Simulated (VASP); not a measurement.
A run of VASP 6.6.1 is set up as follows.

File POSCAR:

```
Ta3AsAu2O13
1.0
    6.8006700000     -1.9216300000     -0.0262100000
    6.8006700000      1.9216300000     -0.0262100000
   -1.7222500000      0.0000000000     10.3728800000
Ta As Au O
3 1 2 13
Direct
    0.2983200000      0.2983200000      0.6304200000
    0.3583800000      0.3583800000      0.0038600000
    0.6415300000      0.6415300000      0.9984100000
    0.7021000000      0.7021000000      0.3624900000
    0.6017600000      0.6017600000      0.6318100000
    0.3998900000      0.3998900000      0.3657700000
    0.3425700000      0.3425700000      0.8055700000
    0.4163800000      0.4163800000      0.5563500000
    0.7815900000      0.7815900000      0.5938900000
    0.6595800000      0.6595800000      0.2007100000
    0.5909500000      0.5909500000      0.4348600000
    0.2189700000      0.2189700000      0.4115600000
    0.6154600000      0.6154600000      0.8221400000
    0.1440000000      0.1440000000      0.6409700000
    0.3830000000      0.3830000000      0.1794700000
    0.8449800000      0.8449800000      0.3582500000
    0.5005000000      0.5005000000      0.0025800000
    0.8126900000      0.8126900000      0.9923200000
    0.1873700000      0.1873700000      0.0085600000
```

File INCAR.step1:

```
ALGO = Normal
EDIFF = 1E-7
ENCUT = 520
GGA = PE
ISIF = 2
ISMEAR = -1
KPAR = 4
LASPH = T
LCHARG = T
LMAXMIX = 4
LREAL = F
LWAVE = F
NBANDS = 84
NELM = 80
PREC = Accurate
SIGMA = 0.05
```

KPOINTS.step1

```
k-points
0
Gamma
  7 7 3
```

Contents of INCAR.step2:

```
ALGO = Normal
EDIFF = 1E-7
ENCUT = 520
GGA = PE
ICHARG = 11
ISIF = 2
ISMEAR = 0
KPAR = 4
LASPH = T
LCHARG = F
LMAXMIX = 4
LREAL = F
LWAVE = F
NBANDS = 84
NELM = 80
PREC = Accurate
SIGMA = 0.05
```

KPOINTS.step2

```
path GYFLI,I1ZF1,YX1,XGN,MG
15
line-mode
reciprocal
 0.0000000000  0.0000000000  0.0000000000  G
 0.5000000000  0.5000000000 -1.0000000000  Y

 0.5000000000  0.5000000000 -1.0000000000  Y
 0.2224387289  0.2224387289 -1.2985169941  F

 0.2224387289  0.2224387289 -1.2985169941  F
 0.5000000000  0.5000000000 -0.5000000000  L

 0.5000000000  0.5000000000 -0.5000000000  L
 0.7339149697  0.2660850303 -0.5000000000  I

 0.2660850303 -0.2660850303  0.5000000000  I1
 0.0000000000  0.0000000000  0.5000000000  Z

 0.0000000000  0.0000000000  0.5000000000  Z
 0.7775612711  0.7775612711  0.2985169941  F1

 0.5000000000  0.5000000000 -1.0000000000  Y
 0.7040032292  0.2959967708 -1.0000000000  X1

 0.2959967708 -0.2959967708  0.0000000000  X
 0.0000000000  0.0000000000  0.0000000000  G

 0.0000000000  0.0000000000  0.0000000000  G
 0.5000000000  0.0000000000 -0.5000000000  N

 0.5000000000  0.0000000000  0.0000000000  M
 0.0000000000  0.0000000000  0.0000000000  G
```

Potentials or basis: VASP PAW PBE potentials, release 64 (Ta_pv, As, Au, O).

Run with:

```sh
$ cat potpaw_PBE.64/Ta_pv/POTCAR potpaw_PBE.64/As/POTCAR potpaw_PBE.64/Au/POTCAR potpaw_PBE.64/O/POTCAR > POTCAR
$ cp INCAR.step1 INCAR
$ cp KPOINTS.step1 KPOINTS
$ mpirun -np 4 vasp_std > vasp.out
$ cp INCAR.step2 INCAR
$ cp KPOINTS.step2 KPOINTS
$ mpirun -np 4 vasp_std > vasp.out
```

Q: Predict the band gap along the path.

A: None (metal or under the smearing width).

Levels at the corners of the path, in eV from the Fermi level:
| point | band 66 | band 67 | band 68 | band 69 | band 70 | band 71 | band 72 | band 73 |
| --- | --- | --- | --- | --- | --- | --- | --- | --- |
| Γ | -0.81 | -0.70 | -0.51 | -0.33 | -0.23 | 0.61 | 1.54 | 3.06 |
| Y | -1.00 | -0.77 | -0.51 | -0.48 | 0.53 | 0.58 | 1.68 | 3.00 |
| Y | -1.00 | -0.77 | -0.51 | -0.48 | 0.53 | 0.58 | 1.68 | 3.00 |
| F | -0.93 | -0.74 | -0.47 | -0.38 | 0.13 | 0.69 | 1.63 | 2.97 |
| F | -0.93 | -0.74 | -0.47 | -0.38 | 0.13 | 0.69 | 1.63 | 2.97 |
| L | -0.90 | -0.77 | -0.51 | -0.48 | 0.55 | 0.71 | 1.72 | 2.93 |
| L | -0.90 | -0.77 | -0.51 | -0.48 | 0.55 | 0.71 | 1.72 | 2.93 |
| I | -0.77 | -0.59 | -0.24 | -0.07 | 1.61 | 1.96 | 2.41 | 2.98 |
| I1 | -0.77 | -0.59 | -0.24 | -0.07 | 1.61 | 1.96 | 2.41 | 2.98 |
| Z | -0.89 | -0.71 | -0.42 | -0.33 | -0.12 | 0.67 | 1.61 | 2.98 |
| Z | -0.89 | -0.71 | -0.42 | -0.33 | -0.12 | 0.67 | 1.61 | 2.98 |
| F1 | -0.93 | -0.74 | -0.47 | -0.38 | 0.13 | 0.69 | 1.63 | 2.97 |
| Y | -1.00 | -0.77 | -0.51 | -0.48 | 0.53 | 0.58 | 1.68 | 3.00 |
| X1 | -0.85 | -0.76 | -0.30 | -0.08 | 1.51 | 1.65 | 2.41 | 2.68 |
| X | -0.85 | -0.76 | -0.30 | -0.08 | 1.51 | 1.65 | 2.41 | 2.68 |
| Γ | -0.81 | -0.70 | -0.51 | -0.33 | -0.23 | 0.61 | 1.54 | 3.06 |
| Γ | -0.81 | -0.70 | -0.51 | -0.33 | -0.23 | 0.61 | 1.54 | 3.06 |
| N | -0.76 | -0.58 | -0.22 | -0.08 | 1.61 | 1.98 | 2.32 | 3.02 |
| M | -0.80 | -0.72 | -0.25 | -0.10 | 1.52 | 1.71 | 2.31 | 2.94 |
| Γ | -0.81 | -0.70 | -0.51 | -0.33 | -0.23 | 0.61 | 1.54 | 3.06 |

Caveat: the log is that of the step along the path at fixed density, whose energy, stress, charges and moments have no meaning; spin-orbit coupling is left out, which moves the levels of the heavy elements.
